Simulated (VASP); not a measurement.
An input for Quantum ESPRESSO's pw.x (written as the equivalent of a VASP run, and not itself run):

```
&CONTROL
  calculation = 'vc-relax'
  pseudo_dir = './pseudo'
  outdir = './out'
  tprnfor = .true.
  tstress = .true.
  nstep = 60
  forc_conv_thr = 0.00039
/
&SYSTEM
  ibrav = 0
  nat = 2
  ntyp = 2
  ecutwfc = 96
  occupations = 'smearing'
  smearing = 'methfessel-paxton'
  degauss = 0.00735
  input_dft = 'vdw-df-ob86'
/
&ELECTRONS
  conv_thr = 7.3e-08
  electron_maxstep = 100
/
&IONS
/
&CELL
/
ATOMIC_SPECIES
  Ga 69.723 Ga.upf
  Co 58.933 Co.upf
CELL_PARAMETERS angstrom
     2.8562721    0.0000000   -0.0000000
     0.0000000    2.8562721    0.0000000
     0.0000000    0.0000000    2.8562721
ATOMIC_POSITIONS crystal
  Ga   0.5000000  0.5000000  0.5000000
  Co   0.0000000  0.0000000  0.0000000
K_POINTS automatic
  11 11 11 0 0 0
```

Problem. Write the VASP files for the same calculation (optB86b-vdW).

Solution. Several could match; the one computed here: 
### INCAR
```
# general
SYSTEM   = CoGa
PREC     = Accurate
ENCUT    = 520
LREAL    = F
LASPH    = T

# electronic loop
EDIFF    = 1E-6
NELM     = 100
ALGO     = Normal
LMAXMIX  = 4

# smearing
ISMEAR   = 1
SIGMA    = 0.1

# functional
GGA      = MK
LUSE_VDW = T
AGGAC    = 0.0
PARAM1   = 0.1234
PARAM2   = 1.0

# ions
IBRION   = 2
NSW      = 60
ISIF     = 3
EDIFFG   = -0.01

# output
LWAVE    = F
LCHARG   = F
```

**POSCAR**
```
CoGa
1.0
  2.8562720854   0.0000000000   0.0000000000
  0.0000000000   2.8562720854   0.0000000000
  0.0000000000   0.0000000000   2.8562720854
Ga Co
1 1
Cart
  1.4281360427   1.4281360427   1.4281360427
  0.0000000000   0.0000000000   0.0000000000
```

File KPOINTS:
```
Automatic mesh
0
Gamma
11 11 11
0 0 0
```

POTCAR, in this order: Ga_d Co (PBE.64 set). Program: vasp_std.

The two are equivalent in intent, not identical: the potentials are each code's own (VASP's PAW set, PseudoDojo norm-conserving files in pw.x), so ENCUT and ecutwfc are chosen apart and not converted; conv_thr bounds pw.x's estimated SCF error, while EDIFF bounds the energy change between steps; forc_conv_thr acts on force components and is met together with etot_conv_thr.

The compound is CoGa in the CsCl type structure. It was relaxed first. The start is the result of an earlier pass.
